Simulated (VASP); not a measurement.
The system is Sb.

```
Sb
1.0
     2.15060    1.24165    3.74400
    -2.15060    1.24165    3.74400
     0.00000   -2.48330    3.74400
Sb
2
Direct
  0.23364 0.23364 0.23364
  0.76636 0.76636 0.76636
```

| Property | Result |
| --- | --- |
| Program | VASP 6.6.1 |
| Task | relaxation of cell and atoms |
| Functional | PBEsol |
| Potentials or basis | VASP PAW PBE potentials, release 64 (Sb) |
| Cutoff | 600 eV |
| k mesh | 12 × 12 × 12 |
| Occupations | gaussian, width 0.1 eV |
| Spin | no spin polarisation |

At the start: pressure 0.6 GPa; volume 29.99 Å³/atom.

Question: How do energy, volume and symmetry change on relaxing?

Answer: Over 9 steps the energy falls by 3.6 meV/atom and the volume is 29.82 Å³/atom (-0.6 %); space group R-3m (No. 166, to 0.05 Å).

Step by step:
```csv
step,energy change (eV),largest force (eV/Å),pressure (GPa),volume (Å³)
1,0.0000,0.2184,0.59,59.99
2,-0.0029,0.0384,-0.67,60.95
3,-0.0033,0.0814,-0.36,60.70
4,-0.0052,0.0552,-0.24,60.37
5,-0.0070,0.0033,0.10,59.56
6,-0.0070,0.0010,0.09,59.59
7,-0.0071,0.0165,-0.09,59.72
8,-0.0071,0.0116,-0.03,59.68
9,-0.0071,0.0016,0.01,59.64
```

Final structure:
```
Sb
1.0
     2.16297    1.24879    3.68010
    -2.16297    1.24879    3.68010
     0.00000   -2.49758    3.68010
Sb
2
Direct
  0.23624 0.23624 0.23624
  0.76376 0.76376 0.76376
```

Caveat: the PAW data sets were made with another functional, which shifts forces and pressure a little.
